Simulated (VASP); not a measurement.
These are PBE GGA with D3 dispersion (Becke-Johnson damping), VASP's PBE PAW potentials (set 64) (plane waves; VASP 6.6.1) values and carry that method's errors.

Input for VASP

File KPOINTS:
```
Automatic
0
G
  8 8 6
0 0 0
```

INCAR:
```
SYSTEM=PtSe2
PREC=Accurate; ENCUT=520; LREAL=F
LASPH=T
EDIFF=1E-6; NELM=100; ALGO=Normal
LMAXMIX=6
ISMEAR=1; SIGMA=0.1
GGA=PE; IVDW=12
IBRION=2; NSW=60; ISIF=3
EDIFFG=-0.02
LWAVE=F; LCHARG=F
```

**POSCAR**
```
PtSe2
1
    1.8923347366    -3.2776201633    -0.0000000000
    1.8923347366     3.2776201633     0.0000000000
   -0.0000000000    -0.0000000000     4.8393105684
Pt Se
1 2
Direct
  0.0000000000   0.0000000000   0.0000000000
  0.3333330000   0.6666670000   0.2608509956
  0.6666670000   0.3333330000   0.7391490044
```

POTCAR, in this order: Pt Se (PBE.64 set). Program: vasp_std.

Output

File OSZICAR:
```
       N       E                     dE             d eps       ncg     rms          rms(c)
DAV:   1     0.117809097250E+03    0.11781E+03   -0.10308E+04  1500   0.130E+03
DAV:   2    -0.988909153470E+01   -0.12770E+03   -0.12493E+03  1934   0.241E+02
DAV:   3    -0.149147450376E+02   -0.50257E+01   -0.50020E+01  1808   0.502E+01
DAV:   4    -0.149551652933E+02   -0.40420E-01   -0.40412E-01  1843   0.489E+00
DAV:   5    -0.149555973355E+02   -0.43204E-03   -0.43203E-03  1878   0.475E-01    0.124E+01
DAV:   6    -0.144342891333E+02    0.52131E+00   -0.51130E+00  1535   0.220E+01    0.776E+00
DAV:   7    -0.142326754491E+02    0.20161E+00   -0.96221E-01  1535   0.104E+01    0.381E+00
DAV:   8    -0.142177018339E+02    0.14974E-01   -0.68246E-02  1598   0.189E+00    0.854E-01
DAV:   9    -0.142140500366E+02    0.36518E-02   -0.11220E-02  1661   0.111E+00    0.185E-01
DAV:  10    -0.142142066114E+02   -0.15657E-03   -0.15277E-03  1710   0.272E-01    0.429E-02
DAV:  11    -0.142142124554E+02   -0.58440E-05   -0.36097E-05  1871   0.524E-02    0.280E-02
DAV:  12    -0.142142145230E+02   -0.20676E-05   -0.94696E-06  1668   0.245E-02    0.423E-03
DAV:  13    -0.142142148366E+02   -0.31357E-06   -0.10053E-06  1261   0.692E-03
   1 F= -.15667821E+02 E0= -.15667833E+02  d E =-.156678E+02
       N       E                     dE             d eps       ncg     rms          rms(c)
DAV:   1    -0.142137491910E+02    0.46533E-03   -0.15630E-01  1500   0.274E+00    0.225E-01
DAV:   2    -0.142130249492E+02    0.72424E-03   -0.75606E-03  1836   0.691E-01    0.108E-01
DAV:   3    -0.142128218370E+02    0.20311E-03   -0.51918E-04  1664   0.182E-01    0.515E-02
DAV:   4    -0.142127739561E+02    0.47881E-04   -0.24585E-04  1717   0.133E-01    0.291E-02
DAV:   5    -0.142127743225E+02   -0.36646E-06   -0.85422E-06  1703   0.247E-02
   2 F= -.15670813E+02 E0= -.15670804E+02  d E =-.299189E-02
       N       E                     dE             d eps       ncg     rms          rms(c)
DAV:   1    -0.142101059937E+02    0.26680E-02   -0.20568E-01  1500   0.314E+00    0.257E-01
DAV:   2    -0.142091584359E+02    0.94756E-03   -0.99408E-03  1843   0.792E-01    0.124E-01
DAV:   3    -0.142088950675E+02    0.26337E-03   -0.68265E-04  1657   0.208E-01    0.591E-02
DAV:   4    -0.142088337108E+02    0.61357E-04   -0.32338E-04  1738   0.152E-01    0.335E-02
DAV:   5    -0.142088343464E+02   -0.63554E-06   -0.11424E-05  1710   0.287E-02    0.171E-02
DAV:   6    -0.142088354392E+02   -0.10929E-05   -0.25992E-06  1207   0.124E-02    0.195E-03
DAV:   7    -0.142088353737E+02    0.65509E-07   -0.28069E-07   785   0.432E-03
   3 F= -.15671973E+02 E0= -.15671956E+02  d E =-.415180E-02
       N       E                     dE             d eps       ncg     rms          rms(c)
DAV:   1    -0.142062361331E+02    0.25993E-02   -0.15786E-01  1500   0.351E+00    0.533E-01
DAV:   2    -0.142005666594E+02    0.56695E-02   -0.33257E-02  1549   0.196E+00    0.303E-01
DAV:   3    -0.141992326840E+02    0.13340E-02   -0.31293E-03  1654   0.619E-01    0.108E-01
DAV:   4    -0.141989976729E+02    0.23501E-03   -0.15813E-03  1528   0.227E-01    0.422E-02
DAV:   5    -0.141989922057E+02    0.54672E-05   -0.51604E-05  1682   0.680E-02    0.325E-02
DAV:   6    -0.141989971787E+02   -0.49730E-05   -0.10365E-05  1766   0.258E-02    0.341E-03
DAV:   7    -0.141989970758E+02    0.10285E-06   -0.56786E-07   876   0.571E-03
   4 F= -.15672196E+02 E0= -.15672175E+02  d E =-.223666E-03
       N       E                     dE             d eps       ncg     rms          rms(c)
DAV:   1    -0.142032192262E+02   -0.42220E-02   -0.17320E-02  1500   0.116E+00    0.177E-01
DAV:   2    -0.142025954634E+02    0.62376E-03   -0.36364E-03  1549   0.652E-01    0.103E-01
DAV:   3    -0.142024477161E+02    0.14775E-03   -0.34272E-04  1661   0.205E-01    0.375E-02
DAV:   4    -0.142024187348E+02    0.28981E-04   -0.17409E-04  1528   0.753E-02    0.141E-02
DAV:   5    -0.142024182076E+02    0.52722E-06   -0.62125E-06  1675   0.232E-02
   5 F= -.15672275E+02 E0= -.15672254E+02  d E =-.302226E-03
       N       E                     dE             d eps       ncg     rms          rms(c)
DAV:   1    -0.142014971027E+02    0.92163E-03   -0.65900E-02  1521   0.183E+00    0.192E-01
DAV:   2    -0.142008405570E+02    0.65655E-03   -0.44721E-03  1584   0.650E-01    0.958E-02
DAV:   3    -0.142006810547E+02    0.15950E-03   -0.36992E-04  1766   0.202E-01    0.422E-02
DAV:   4    -0.142006361436E+02    0.44911E-04   -0.23240E-04  1570   0.101E-01    0.172E-02
DAV:   5    -0.142006367442E+02   -0.60052E-06   -0.13841E-05  1619   0.273E-02    0.872E-03
DAV:   6    -0.142006367834E+02   -0.39210E-07   -0.15315E-06   995   0.125E-02
   6 F= -.15672684E+02 E0= -.15672664E+02  d E =-.408716E-03
       N       E                     dE             d eps       ncg     rms          rms(c)
DAV:   1    -0.141998514607E+02    0.78528E-03   -0.23408E-01  1521   0.345E+00    0.362E-01
DAV:   2    -0.141975165513E+02    0.23349E-02   -0.15967E-02  1598   0.122E+00    0.180E-01
DAV:   3    -0.141969473573E+02    0.56919E-03   -0.13257E-03  1731   0.381E-01    0.794E-02
DAV:   4    -0.141967887662E+02    0.15859E-03   -0.82964E-04  1591   0.191E-01    0.324E-02
DAV:   5    -0.141967909175E+02   -0.21513E-05   -0.49649E-05  1598   0.520E-02    0.166E-02
DAV:   6    -0.141967912118E+02   -0.29427E-06   -0.58347E-06  1836   0.238E-02
   7 F= -.15672991E+02 E0= -.15672978E+02  d E =-.716231E-03
```

File OUTCAR:
```
------------------------ aborting loop because EDIFF is reached ----------------------------------------
 Edisp (eV)   -1.47620
  FORCE on cell =-STRESS in cart. coord.  units (eV):
  Direction    XX          YY          ZZ          XY          YZ          ZX
  --------------------------------------------------------------------------------------
  Total       0.00661     0.00661     0.00164    -0.00000     0.00000     0.00000
  in kB       0.17902     0.17902     0.04442    -0.00000     0.00000     0.00000
  external pressure =        0.13 kB  Pullay stress =        0.00 kB
  volume of cell :       59.18
      direct lattice vectors                 reciprocal lattice vectors
     1.886333665 -3.267226001  0.000000000     0.265064452 -0.153035021 -0.000000000
     1.886333665  3.267226001  0.000000000     0.265064452  0.153035021 -0.000000000
     0.000000000 -0.000000000  4.800865189    -0.000000000  0.000000000  0.208295788
 POSITION                                       TOTAL-FORCE (eV/Angst)
 -----------------------------------------------------------------------------------
      0.00000      0.00000      0.00000        -0.000000      0.000000     -0.000000
      1.88633      1.08908      1.27932        -0.000000     -0.000000     -0.001395
      1.88633     -1.08908      3.52154         0.000000     -0.000000      0.001395
 -----------------------------------------------------------------------------------
    total drift:                                0.000000      0.000000      0.000000
  FREE ENERGIE OF THE ION-ELECTRON SYSTEM (eV)
  ---------------------------------------------------
  free  energy   TOTEN  =       -15.6729910207 eV

  energy  without entropy=      -15.6729532272  energy(sigma->0) =      -15.67297842

 reached required accuracy - stopping structural energy minimisation
```
(Selected blocks of OUTCAR.)

File CONTCAR:
```
PtSe2
   1.00000000000000
     1.8863336653550833   -3.2672260005645670    0.0000000000000000
     1.8863336653550833    3.2672260005645670    0.0000000000000000
     0.0000000000000000   -0.0000000000000001    4.8008651893543668
  Pt              Se
     1     2
Direct
     0.0000000000000000    0.0000000000000000    0.0000000000000000
     0.3333330000000032    0.6666669999999968    0.2664774031563363
     0.6666669999999968    0.3333330000000032    0.7335225968436636
```

**OUTCAR**
```
 val. band max:        6.7458778477   @ k =   0.1250   0.1250   0.5000

 cond. band min:       6.7977197540   @ k =   0.0000   0.0000   0.1667


 Fermi energy:         6.7677209396

 k-point     1 :       0.0000    0.0000    0.0000
  band No.  band energies     occupation
      1      -8.9339      2.00000
      2      -5.7958      2.00000
      3      -0.3683      2.00000
      4       0.5272      2.00000
      5       0.5272      2.00000
      6       2.9740      2.00000
      7       2.9740      2.00000
      8       4.2919      2.00000
      9       5.7493      2.00000
     10       5.7493      2.00000
     11       7.5587     -0.00000
     12       7.8005     -0.00000
     13       7.8005     -0.00000
     14      10.0952      0.00000
     15      10.8719      0.00000

 k-point     2 :       0.1250    0.0000    0.0000
  band No.  band energies     occupation
      1      -8.7671      2.00000
      2      -5.8960      2.00000
      3      -0.1589      2.00000
      4       0.6356      2.00000
      5       0.6955      2.00000
      6       2.7236      2.00000
      7       2.8605      2.00000
      8       3.9213      2.00000
      9       5.1603      2.00000
     10       5.4729      2.00000
     11       6.5168      2.00222
     12       8.0351     -0.00000
     13       8.3807     -0.00000
     14      11.0381      0.00000
     15      11.7741      0.00000

 k-point     3 :       0.2500    0.0000    0.0000
  band No.  band energies     occupation
      1      -8.3027      2.00000
      2      -6.1527      2.00000
      3       0.3937      2.00000
      4       0.9105      2.00000
      5       1.0828      2.00000
      6       1.7518      2.00000
      7       2.6732      2.00000
      8       3.3659      2.00000
      9       4.6275      2.00000
     10       4.8037      2.00000
     11       5.3870      2.00000
     12       8.3266     -0.00000
     13       8.5717     -0.00000
     14      11.7035      0.00000
     15      12.8537      0.00000
...
```

Unless said otherwise, spin-orbit coupling is left out, though it shifts the bands of the heavy elements here.

The compound is PtSe2 in the 1T layered structure. This run relaxes it. Symmetry was kept, so distortions that lower it aren't found. The start is the result of an earlier pass.
